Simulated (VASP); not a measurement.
Write the native input for VASP 6.6.1 that does the following.

```
Task                   : relaxation of cell and atoms
Functional             : PBE
Potentials or basis    : VASP PAW PBE potentials, release 54 (Pt, F)
Cutoff                 : 900 eV
k mesh                 : 8 × 8 × 8
Occupations            : fermi-dirac, width 0.05 eV
Spin                   : no spin polarisation
Further INCAR settings : ALGO = Normal; EDIFF = 1e-06; IBRION = 2; EDIFFG = -0.005; NSW = 60; ISIF = 3
```

The structure of Pt2F lies in POSCAR:

```
Pt2F
1.0
    0.0000000000      2.8524300000      2.8524300000
    2.8524300000      0.0000000000      2.8524300000
    2.8524300000      2.8524300000      0.0000000000
Pt F
2 1
Direct
    0.2500000000      0.2500000000      0.2500000000
    0.7500000000      0.7500000000      0.7500000000
    0.0000000000      0.0000000000      0.0000000000
```

The cell was built by a generator and needn't be a form met in nature.

One way to write it, as run:

INCAR

```
PREC = Accurate ; ENCUT = 900
EDIFF = 1E-6 ; ISMEAR = -1
SIGMA = 0.05 ; LREAL = False
LASPH = True ; NELM = 80
ALGO = Normal ; ISIF = 3
LWAVE = False ; LCHARG = False
GGA = PE ; IBRION = 2
NSW = 60 ; EDIFFG = -0.005
```

KPOINTS

```
Automatic mesh
0
Gamma
  8 8 8
```

Potentials or basis: VASP PAW PBE potentials, release 54 (Pt, F).

Run with:

```bash
$ cat potpaw_PBE.54/Pt/POTCAR potpaw_PBE.54/F/POTCAR > POTCAR
$ mpirun -np 1 vasp_std > vasp.out
```

Results of the run:

```yaml
Relaxed_volume: 15.46 Å³/atom
Relaxed_cell: a = 4.033 Å, b = 4.033 Å, c = 4.033 Å, α = 60.00°, β = 60.00°, γ = 60.00°
Space_group_after_relaxing_to_0.05_Å: Fm-3m (No. 225)
Energy_gained_by_relaxing: 0.0 meV/atom
Ionic_steps: 3
Pressure_after_relaxing: 0.0 GPa
Band_gap_on_the_k_mesh: none (metal or under the smearing width)
```

Caveat: an odd number of electrons without spin polarisation forces a metal; a magnetic or distorted state may lie lower.

Wall time 91 s on 1 thread of Intel(R) Xeon(R) Platinum 8488C (Sapphire Rapids), with other jobs on the host, peak memory 0.27 GiB.
